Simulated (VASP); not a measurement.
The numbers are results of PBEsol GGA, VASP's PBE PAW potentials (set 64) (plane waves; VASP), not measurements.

Input for VASP

### INCAR
```
! general
SYSTEM   =  Hf
PREC     =  Accurate
ENCUT    =  400
LREAL    =  .False.   ! projection in real space or not
LASPH    =  .True.   ! aspherical one-centre terms

! electronic loop
EDIFF    =  1E-8   ! SCF stop (eV)
NELM     =  100   ! most electronic steps
ALGO     =  Normal   ! blocked Davidson
LMAXMIX  =  6

! smearing
ISMEAR   =  1   ! Methfessel-Paxton
SIGMA    =  0.1   ! width (eV)

! functional
GGA      =  PS   ! PBEsol

! ions
IBRION   =  1   ! quasi-Newton
NSW      =  30
ISIF     =  2   ! forces and stress, cell fixed
EDIFFG   =  -0.001   ! ionic stop

! output
LWAVE    =  .False.
LCHARG   =  .False.
```

### POSCAR
```
Hf
1
    1.5785036758    -2.7340485295     0.0000000000
    1.5785036758     2.7340485295    -0.0000000000
    0.0000000000     0.0000000000     4.9915691221
Hf
2
Direct
  0.3333330000   0.6666670000   0.2500000000
  0.6666670000   0.3333330000   0.7500000000
```

### KPOINTS
```
Automatic mesh
0
Gamma
12 12 7
0 0 0
```

POTCAR, in this order: Hf_pv (PBE.64 set). Program: vasp_std.

Output

### OUTCAR
```
 ion  position               nearest neighbor table
   1  0.333  0.667  0.250-   2 3.09   2 3.09   2 3.09   2 3.09   2 3.09   2 3.09
   2  0.667  0.333  0.750-   1 3.09   1 3.09   1 3.09   1 3.09   1 3.09   1 3.09
  LATTYP: Found a hexagonal cell.
 ALAT       =     3.1570073196
 C/A-ratio  =     1.5811078711
 Subroutine PRICEL returns:
 Original cell was already a primitive cell.
 Subroutine GETGRP returns: Found 24 space group operations
The static configuration has the point symmetry D_3d.
 The point group associated with its full space group is D_6h.
The dynamic configuration has the point symmetry D_3d.
 Subroutine INISYM returns: Found 24 space group operations
 Subroutine IBZKPT returns following result:
 Found     76 irreducible k-points:

 Following reciprocal coordinates:
            Coordinates               Weight
  0.000000  0.000000  0.000000      1.000000
  0.083333  0.000000  0.000000      6.000000
  0.166667  0.000000  0.000000      6.000000
  0.250000  0.000000  0.000000      6.000000
  0.333333  0.000000  0.000000      6.000000
  0.416667  0.000000  0.000000      6.000000
  0.500000  0.000000  0.000000      3.000000
...
```

**OSZICAR**
```
       N       E                     dE             d eps       ncg     rms          rms(c)
DAV:   1     0.399874384327E+02    0.39987E+02   -0.10271E+04  2168   0.112E+03
DAV:   2    -0.200045082220E+02   -0.59992E+02   -0.58876E+02  2656   0.242E+02
DAV:   3    -0.217394232934E+02   -0.17349E+01   -0.16969E+01  2820   0.284E+01
DAV:   4    -0.217570190025E+02   -0.17596E-01   -0.17593E-01  2476   0.339E+00
DAV:   5    -0.217572528920E+02   -0.23389E-03   -0.23387E-03  2884   0.326E-01    0.674E+01
DAV:   6    -0.212083798562E+02    0.54887E+00   -0.50085E-01  2266   0.535E+00    0.398E+01
DAV:   7    -0.210130088427E+02    0.19537E+00   -0.82339E-01  2272   0.659E+00    0.201E+00
DAV:   8    -0.210034409468E+02    0.95679E-02   -0.53760E-02  2362   0.179E+00    0.302E-01
DAV:   9    -0.210035451151E+02   -0.10417E-03   -0.11812E-03  2986   0.268E-01    0.215E-01
DAV:  10    -0.210035368093E+02    0.83058E-05   -0.42657E-05  2426   0.540E-02    0.251E-01
DAV:  11    -0.210035372700E+02   -0.46069E-06   -0.48130E-06  2870   0.169E-02    0.267E-02
DAV:  12    -0.210035375535E+02   -0.28349E-06   -0.65696E-07  2476   0.646E-03    0.749E-03
DAV:  13    -0.210035374725E+02    0.80993E-07   -0.22390E-08  2324   0.126E-03    0.337E-03
DAV:  14    -0.210035374255E+02    0.47019E-07   -0.30207E-09  1628   0.504E-04    0.969E-05
DAV:  15    -0.210035374254E+02    0.97543E-10   -0.35653E-10  1550   0.176E-04
   1 F= -.21003537E+02 E0= -.21003325E+02  d E =-.210035E+02
```

### OUTCAR
```
------------------------ aborting loop because EDIFF is reached ----------------------------------------
  FORCE on cell =-STRESS in cart. coord.  units (eV):
  Direction    XX          YY          ZZ          XY          YZ          ZX
  --------------------------------------------------------------------------------------
  Total        0.0016446      0.0016446     -0.0142066      0.0000000      0.0000000     -0.0000000
  in kB        0.0611564      0.0611564     -0.5283018      0.0000000      0.0000000     -0.0000000
  external PRESSURE =      -0.1353297 kB  Pullay stress =       0.0000000 kB
  volume of cell :       43.08
      direct lattice vectors                 reciprocal lattice vectors
     1.578503676 -2.734048529  0.000000000     0.316755677 -0.182878978  0.000000000
     1.578503676  2.734048529  0.000000000     0.316755677  0.182878978  0.000000000
     0.000000000  0.000000000  4.991569122     0.000000000  0.000000000  0.200337805
 POSITION                                       TOTAL-FORCE (eV/Angst)
 -----------------------------------------------------------------------------------
      1.57850      0.91135      1.24789         0.000000     -0.000000      0.000000
      1.57850     -0.91135      3.74368        -0.000000      0.000000      0.000000
 -----------------------------------------------------------------------------------
    total drift:                                0.000000      0.000177     -0.000016
  FREE ENERGIE OF THE ION-ELECTRON SYSTEM (eV)
  ---------------------------------------------------
  free  energy   TOTEN  =       -21.0035374254 eV

  energy  without entropy=      -21.0029010806  energy(sigma->0) =      -21.00332531

 reached required accuracy - stopping structural energy minimisation
```
(Selected blocks of OUTCAR.)

The compound is Hf in the hcp structure. It was relaxed first. The start is the result of an earlier pass.
